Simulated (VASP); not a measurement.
VASP input:

### INCAR
```
LMAXMIX = 4   # l cut-off of mixed one-centre charges
LASPH = .TRUE.
NEDOS = 601   # DOS grid
SYSTEM = KI
PREC = Accurate
ENCUT = 520
NELM = 100
ISMEAR = -5
LORBIT = 11
ALGO = Normal   # blocked Davidson
LREAL = .FALSE.
LWAVE = .FALSE.
LCHARG = .TRUE.
ISIF = 2   # forces and stress, cell fixed
EDIFF = 1E-7
```

**KPOINTS**
```
kpoints
0
G
 8 8 8
0 0 0
```

### POSCAR
```
KI
1
    0.0000000000     3.4129370931     3.4129370931
    3.4129370931     0.0000000000     3.4129370931
    3.4129370931     3.4129370931     0.0000000000
K I
1 1
Direct
  0.0000000000   0.0000000000   0.0000000000
  0.5000000000   0.5000000000   0.5000000000
```

POTCAR, in this order: K_sv I (LDA.64 set). Program: vasp_std.

Task: Write an equivalent input for Quantum ESPRESSO's pw.x.

Result: One equivalent input (not run):
```
&CONTROL
  calculation = 'scf'
  pseudo_dir = './pseudo'
  outdir = './out'
  tprnfor = .true.
  tstress = .true.
/
&SYSTEM
  ibrav = 0
  nat = 2
  ntyp = 2
  ecutwfc = 72
  occupations = 'tetrahedra'
  input_dft = 'pz'
/
&ELECTRONS
  conv_thr = 7.3e-09
  electron_maxstep = 100
/
ATOMIC_SPECIES
  K 39.098 K.upf
  I 126.904 I.upf
CELL_PARAMETERS angstrom
     0.0000000    3.4129371    3.4129371
     3.4129371    0.0000000    3.4129371
     3.4129371    3.4129371    0.0000000
ATOMIC_POSITIONS crystal
  K    0.0000000  0.0000000  0.0000000
  I    0.5000000  0.5000000  0.5000000
K_POINTS automatic
  8 8 8 0 0 0
```
What does not carry over: the potentials are each code's own (VASP's PAW set, PseudoDojo norm-conserving files in pw.x), so ENCUT and ecutwfc are chosen apart and not converted; conv_thr bounds pw.x's estimated SCF error, while EDIFF bounds the energy change between steps.

The compound is KI in the rock salt structure. It was relaxed first, which changed the volume by -10 %.
